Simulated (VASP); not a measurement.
## ZnS: energy against volume

ZnS (zinc blende, F-43m, 19.199 Å³/atom and stress up to 0.22 GPa in the relaxed cell, cube axes along x, y and z) under an equal strain ε along all three axes. PBEsol in VASP (plane waves, PAW), 480 eV, 10×10×10 Γ-centred mesh, Gaussian smearing 0.05 eV; ions are relaxed, or left where forces stay under 0.02 eV/Å, within the symmetry of each cell.

Here V stands for volume and E for E less E0.

```csv
volume (Å³/atom),E less E0 (meV/atom),pressure (GPa)
17.5221,?,?
18.0696,20.47,5.77
18.3476,11.71,4.22
18.6285,5.47,2.80
18.9121,1.59,1.46
19.1987,0.00,0.22
19.4881,0.55,-0.94
19.7804,3.14,-2.01
20.0756,7.67,-3.01
20.3738,14.03,-3.93
```

Taking the third-order Birch-Murnaghan form, a cubic in V^(-2/3) for E over the 9 complete rows: With u = V^(-2/3) - 0.140, the rows have u = 0.005223, 0.003752, 0.002303, 0.000877, -0.000529, -0.001913, -0.003276, -0.004620, -0.005944. Least squares gives E = 0.345 + 945.3·u + 551932·u² + 927981·u³. Residuals (row less fit): -0.001, -0.001, 0.009, -0.009, 0.001, 0.000, 0.001, 0.003, -0.002; standard error 0.006 (degrees of freedom: 5). Its minimum lies at u = -0.000858, so V0 = (0.139142)^(-3/2) = 19.27. There d²E/du² = 1099000 and d³E/du³ = 5568000, so B0 = (4/9) × 19.27^(-7/3) × 1099000 × 0.160218 = 78.6 GPa (the last factor turns the table's units into GPa), and B0' = 4 + (2/3) × 0.139142 × (5568000)/1099000 = 4.5. B0' rests on the cubic coefficient alone and has a standard error of 0.1 from these residuals.

Estimate the missing E (V = 17.5221); what did the run itself give?

u = 0.008232, so E = 0.345 + 945.3 × 0.008232 + 551932 × 0.008232² + 927981 × 0.008232³ = 46.047 meV/atom. The calculation gives 46.01 meV/atom, 0.037 meV/atom below the prediction (0.1 % of the range of E in the table). The row lies outside the fitted rows, so this is an extrapolation. From the scatter of the fitted rows alone, a prediction at this place has a standard error of 0.029 meV/atom, so the miss is 1.3 times that.

Other structures, which can take over under pressure, weren't tried. The same form fitted to the pressure column gives B0' = 4.5; series where the two differ by over 0.4 aren't shown. Rows are the converged runs of the series near zero and its far end, less any whose ions stayed unrelaxed beside relaxed ones; series whose fitted rows scatter by over a few per cent of the range, as at a crossing or softening among them, aren't shown in this form.
